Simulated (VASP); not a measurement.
GeBr under changes of volume

One of the cells (28.630 Å³/atom); the others are scaled copies at fixed shape and fractional positions:

```
Ge Br
1.0
     4.85877    0.00000    0.00000
    -2.42938    4.20781    0.00000
     0.00000    0.00000    5.60151
Ge Br
2 2
Direct
  0.00000 0.00000 0.00000
  0.00000 0.00000 0.50000
  0.33333 0.66667 0.75000
  0.66667 0.33333 0.25000
```

The cell was built by a generator and needn't be a form met in nature.

```yaml
Program: VASP 6.6.1
Functional: PBE
Potentials_or_basis: VASP PAW PBE potentials, release 64 (Ge_d, Br)
Cutoff: 520 eV
k_mesh: 7 × 7 × 5
Occupations: fermi-dirac, width 0.05 eV
Spin: no spin polarisation
```

```tsv
volume (Å³/atom)	energy over the lowest point (meV/atom)	pressure (GPa)
26.385	?	?
26.946	3.44	1.4
27.508	0.00	0.6
28.630	0.48	-0.7
29.192	3.89	-1.3
29.753	9.14	-1.8
```

What does the run at 26.385 Å³/atom give?

Energy over the lowest point 9.68 meV/atom; pressure 2.2 GPa.

Worked out: A Birch-Murnaghan fit of order 3 (a polynomial in V^(-2/3)) to the other rows has its minimum at 28.00 Å³/atom with B0 = V·E''(V) = 33 GPa and B' = 4.4 at fixed shape and positions, which overstates the stiffness. It gives 9.69 meV/atom at 26.385 Å³/atom, against the run's 9.68, and -dE/dV = 2.2 GPa, against 2.2.

Energies are extrapolated to zero smearing.
